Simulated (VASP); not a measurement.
Write the native input for VASP 6.6.1 that does the following.

```
Task                   : single point
Functional             : PBEsol
Potentials or basis    : VASP PAW PBE potentials, release 64 (W_sv, S)
Cutoff                 : 350 eV
k mesh                 : 3 × 3 × 2
Occupations            : gaussian, width 0.03 eV
Spin                   : collinear spin, ferromagnetic start
Starting moments       : [0.0, 0.0, 0.0, 0.0, 0.0, 0.0, 0.0, 0.0, 0.0, 0.0, 0.0, 0.5, 0.5, 0.5, 0.0, 0.0, 0.0, 0.0, 0.0, 0.5, 0.5, 0.5, 0.0] μB
Fixed moment           : 3 μB
Dq                     : 1
Further INCAR settings : LREAL = Auto; ALGO = Normal; EDIFF = 1e-05; NBANDS = 118; ISYM = 0; NELECT = 193.0
```

The structure of W7S16 (a cell with a defect) lies in POSCAR:

```
W7S16                                   
1.0
    6.3064000000      0.0000000000      0.0000000000
   -3.1532000000      5.4615026064      0.0000000000
    0.0000000000      0.0000000000     12.3230000000
  W               S             
     7    16
Direct
     0.1784847115738082    0.8416737379415432    0.2502457161362994
     0.6600098367571672    0.3234720206063383    0.2493940743436946
     0.6603583500558956    0.8421265323248119    0.2510414894366313
     0.3338106797665763    0.1670102202257074    0.7502530962917999
     0.3337262463359387    0.6669467979246673    0.7502761375544034
     0.8337342674213045    0.1668899251568345    0.7502508597076526
     0.8336668548858484    0.6669556430630894    0.7501907523023292
     0.1670268830559422    0.3335673815046148    0.6233005289569868
     0.1669543026081813    0.8334163288582837    0.6233362032842434
     0.6672382448472586    0.3336737959500959    0.6233160033486409
     0.6669619914318322    0.8335058869773834    0.6232457321268586
     0.3379054416203273    0.1768393567516023    0.1255927256401022
     0.3342341112227949    0.6828586489248938    0.1213428739735121
     0.8280732664381035    0.1622380970768061    0.1235876401364251
     0.8330207828489165    0.6703935629182106    0.1265137374667379
     0.1671165954266301    0.3336468879492911    0.8771166259446366
     0.1669744778899360    0.8337764476547367    0.8771572765973098
     0.6671157983810549    0.3336114528924812    0.8771828701150629
     0.6670732732222253    0.8335272064341869    0.8770721477477051
     0.3321517587670947    0.1566643322092710    0.3784344658227413
     0.3369153652427476    0.6651438446143224    0.3743735801009250
     0.8258551725348896    0.1702458480883587    0.3774639427779446
     0.8327035876655161    0.6679060439524738    0.3739045201873500
```

One way to write it, as run:

INCAR

```
ALGO = Normal
EDIFF = 1E-5
ENCUT = 350
GGA = PS
ISIF = 2
ISMEAR = 0
ISPIN = 2
ISYM = 0
LASPH = True
LCHARG = False
LMAXMIX = 4
LORBIT = 11
LREAL = Auto
LWAVE = False
MAGMOM = 0 0 0 0 0 0 0 0 0 0 0 0.5 0.5 0.5 0 0 0 0 0 0.5 0.5 0.5 0
NBANDS = 118
NELECT = 193.0
NELM = 120
NUPDOWN = 3
PREC = Accurate
SIGMA = 0.03
```

KPOINTS

```
k-points
0
Gamma
  3 3 2
```

Potentials or basis: VASP PAW PBE potentials, release 64 (W_sv, S).

Launch:

```bash
$ cat potpaw_PBE.64/W_sv/POTCAR potpaw_PBE.64/S/POTCAR > POTCAR
$ mpirun -np 1 vasp_std > vasp.out
```

It gave:

| Property | Result |
| --- | --- |
| Largest force | 0.370 eV/Å |
| Net moment | 3.00 μB per cell |
| Site moments | W +0.16, +0.15, +0.08, +0.09; S +0.01, +0.17, +0.19, +0.21, +0.18 μB |
| Valence electrons inside the program's atomic spheres | W 12.03, 12.04; S 3.68, 3.64, 3.63, 3.67 |

Caveat: the k mesh is coarse (spacing up to 0.38 Å⁻¹), so the values aren't converged; the PAW data sets were made with another functional, which shifts forces and pressure a little; the total moment is fixed, so each spin has its own Fermi level.

Wall time 14 min on 1 thread of Intel(R) Xeon(R) Platinum 8488C (Sapphire Rapids) (shared host), peak memory 0.64 GiB.
